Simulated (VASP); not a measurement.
Set up this calculation in VASP 6.6.1, as the native input.

| Item | Value |
| --- | --- |
| Task | single point |
| Functional | PBE |
| Dispersion | D3(BJ) |
| Potentials or basis | VASP PAW PBE potentials, release 64 (Si) |
| Cutoff | 520 eV |
| k mesh | 10 × 10 × 10 |
| Occupations | gaussian, width 0.02 eV |
| Spin | no spin polarisation |
| Dipole correction | no |
| Further INCAR settings | ALGO = Normal; EDIFF = 1e-06; NBANDS = 11 |

The structure of Si lies in POSCAR:

```
Si
1.0
    0.0000000000      2.7105460861      2.7105460861
    2.7105460861      0.0000000000      2.7105460861
    2.7105460861      2.7105460861      0.0000000000
Si
2
Direct
    0.0000000000      0.0000000000      0.0000000000
    0.2500000000      0.2500000000      0.2500000000
```

The cell was built by a generator and needn't be a form met in nature.

The input as run:

INCAR

```
SYSTEM = Si
ALGO     = Normal         ! electronic algorithm
EDIFF    = 1E-6           ! SCF threshold, eV
ENCUT    = 520            ! plane-wave cutoff, eV
GGA      = PE             ! functional
ISIF     = 2              ! what is computed and relaxed
ISMEAR   = 0              ! smearing method
IVDW     = 12             ! dispersion correction
LASPH    = .True.         ! aspherical terms in the spheres
LCHARG   = .True.         ! write CHGCAR
LELF     = .True.         ! ELF
LREAL    = .False.        ! projectors in reciprocal space
LVHAR    = .True.       
LWAVE    = .False.        ! write WAVECAR
NBANDS   = 11             ! bands
NELM     = 100            ! most SCF steps
PREC     = Accurate       ! precision mode
SIGMA    = 0.02           ! smearing width, eV
```

KPOINTS

```
k-points
0
Gamma
  10 10 10
  0 0 0
```

Potentials or basis: VASP PAW PBE potentials, release 64 (Si).

The run is started by

```bash
$ cat potpaw_PBE.64/Si/POTCAR > POTCAR
$ mpirun -np 1 vasp_std > vasp.out
```

It gave:

The pressure is -0.1 GPa and the band gap on the k mesh is 0.57 eV, indirect (least direct gap 2.57 eV). The dispersion energy per atom is -0.316 eV.

It took 17 s on 1 thread of Intel(R) Xeon(R) Platinum 8488C (Sapphire Rapids), on a shared host, peak memory 0.16 GiB.
